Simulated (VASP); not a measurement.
VASP ran on this input.

### POSCAR
```
TiB2
1
    2.8628955000    -4.9586805129     0.0000000000
    2.8628955000     4.9586805129     0.0000000000
    0.0000000000     0.0000000000     6.1037310000
Ti B
1 2
Direct
  0.0000000000   0.0000000000   0.0000000000
  0.3333330000   0.6666670000   0.5000000000
  0.6666670000   0.3333330000   0.5000000000
```

### KPOINTS
```
Automatic mesh
0
Gamma
4 4 3
0 0 0
```

INCAR:
```
SYSTEM = TiB2
PREC = Accurate
ENCUT = 520
EDIFF = 1E-6
NELM = 100
ALGO = Normal
LREAL = .FALSE.
LASPH = .TRUE.
ISMEAR = 1
SIGMA = 0.1
GGA = PE
LMAXMIX = 4
LWAVE = .FALSE.
LCHARG = .FALSE.
ISIF = 2
```

POTCAR, in this order: Ti_sv B (PBE.64 set). Program: vasp_std.

What VASP printed:

standard output:
```
 POSCAR found type information on POSCAR TiB
 POSCAR found :  2 types and       3 ions
 Reading from existing POTCAR
 Reading from existing POTCAR
 LDA part: xc-table for (Slater+PW92), standard interpolation
 POSCAR, INCAR and KPOINTS ok, starting setup
 WAVECAR not read
 entering main loop
       N       E                     dE             d eps       ncg     rms          rms(c)
DAV:   1     0.512739557949E+02    0.51274E+02   -0.77230E+03   272   0.109E+03
DAV:   2    -0.355493741653E+01   -0.54829E+02   -0.53159E+02   226   0.214E+02
DAV:   3    -0.106131806432E+02   -0.70582E+01   -0.65985E+01   347   0.595E+01
DAV:   4    -0.108711963132E+02   -0.25802E+00   -0.25264E+00   312   0.104E+01
DAV:   5    -0.108851785765E+02   -0.13982E-01   -0.13888E-01   329   0.217E+00    0.133E+01
DAV:   6    -0.297851091799E+02   -0.18900E+02   -0.36708E+02   396   0.390E+01    0.429E+01
DAV:   7    -0.332575933897E+01    0.26459E+02   -0.14040E+02   269   0.755E+01    0.456E+00
DAV:   8    -0.478263710515E+01   -0.14569E+01   -0.15912E+01   352   0.135E+01    0.482E+00
DAV:   9    -0.559128258741E+01   -0.80865E+00   -0.12983E+01   363   0.106E+01    0.813E+00
DAV:  10    -0.520758622008E+01    0.38370E+00   -0.55411E+00   385   0.707E+00    0.326E+00
DAV:  11    -0.514587868822E+01    0.61708E-01   -0.17808E+00   356   0.456E+00    0.187E+00
DAV:  12    -0.513073972284E+01    0.15139E-01   -0.12157E-01   324   0.147E+00    0.108E+00
DAV:  13    -0.514491826262E+01   -0.14179E-01   -0.19836E-01   416   0.940E-01    0.160E+00
DAV:  14    -0.518172314500E+01   -0.36805E-01   -0.79916E-01   416   0.181E+00    0.180E+00
DAV:  15    -0.516915386891E+01    0.12569E-01   -0.71414E-02   367   0.860E-01    0.918E-01
DAV:  16    -0.516793015344E+01    0.12237E-02   -0.67907E-02   416   0.533E-01    0.358E-01
DAV:  17    -0.516758951832E+01    0.34064E-03   -0.10656E-02   372   0.351E-01    0.184E-01
DAV:  18    -0.516803063613E+01   -0.44112E-03   -0.12664E-03   292   0.201E-01    0.129E-01
DAV:  19    -0.516797214137E+01    0.58495E-04   -0.22317E-04   350   0.693E-02    0.797E-02
DAV:  20    -0.516794690804E+01    0.25233E-04   -0.68877E-04   416   0.450E-02    0.476E-02
DAV:  21    -0.516793699171E+01    0.99163E-05   -0.48199E-05   358   0.241E-02    0.241E-02
DAV:  22    -0.516793532122E+01    0.16705E-05   -0.25196E-05   416   0.136E-02    0.519E-03
DAV:  23    -0.516793565599E+01   -0.33477E-06   -0.16210E-06   219   0.586E-03
   1 F= -.51679357E+01 E0= -.51636791E+01  d E =-.127696E-01
```

OUTCAR:
```
------------------------ aborting loop because EDIFF is reached ----------------------------------------
  FORCE on cell =-STRESS in cart. coord.  units (eV):
  Direction    XX          YY          ZZ          XY          YZ          ZX
  --------------------------------------------------------------------------------------
  Total       -6.0535992     -6.0535993     -5.1199697      0.0000000     -0.0000000      0.0000000
  in kB      -55.9663828    -55.9663840    -47.3348464      0.0000000     -0.0000000      0.0000000
  external PRESSURE =     -53.0892044 kB  Pullay stress =       0.0000000 kB
  volume of cell :      173.30
      direct lattice vectors                 reciprocal lattice vectors
     2.862895500 -4.958680513  0.000000000     0.174648359 -0.100833276  0.000000000
     2.862895500  4.958680513  0.000000000     0.174648359  0.100833276  0.000000000
     0.000000000  0.000000000  6.103731000     0.000000000  0.000000000  0.163834219
 POSITION                                       TOTAL-FORCE (eV/Angst)
 -----------------------------------------------------------------------------------
      0.00000      0.00000      0.00000         0.000000     -0.000000      0.000000
      2.86290      1.65290      3.05187        -0.000000     -0.000000      0.000000
      2.86290     -1.65290      3.05187        -0.000000      0.000000      0.000000
 -----------------------------------------------------------------------------------
    total drift:                                0.000000      0.000000      0.000000
  FREE ENERGIE OF THE ION-ELECTRON SYSTEM (eV)
  ---------------------------------------------------
  free  energy   TOTEN  =        -5.1679356560 eV

  energy  without entropy=       -5.1551660111  energy(sigma->0) =       -5.16367911
```
(Selected blocks of OUTCAR.)

### Question
The run ends quietly. Is anything wrong with it?

### Answer
The cause: the lattice was typed in bohr, and VASP reads ångström. The run ends without an error. Against the sound run, the energy per atom (σ→0) increases by 6.422 eV/atom; the pressure decreases by 5.47 GPa; the volume grows by 570 %. To mend it, correct POSCAR, correct KPOINTS.
### POSCAR
```
TiB2
1
    1.5150000000    -2.6240570000     0.0000000000
    1.5150000000     2.6240570000     0.0000000000
    0.0000000000     0.0000000000     3.2300000000
Ti B
1 2
Direct
  0.0000000000   0.0000000000   0.0000000000
  0.3333330000   0.6666670000   0.5000000000
  0.6666670000   0.3333330000   0.5000000000
```
File KPOINTS:
```
Automatic mesh
0
Gamma
9 9 7
0 0 0
```
The mended run (PBE GGA, plane waves, VASP's PBE PAW potentials (set 64)) converges, and its OSZICAR ends with
```
   1 F= -.24429064E+02 E0= -.24429269E+02  d E =0.614979E-03
```

The compound is TiB2 in the AlB2 type structure. The cell was not relaxed at this level.
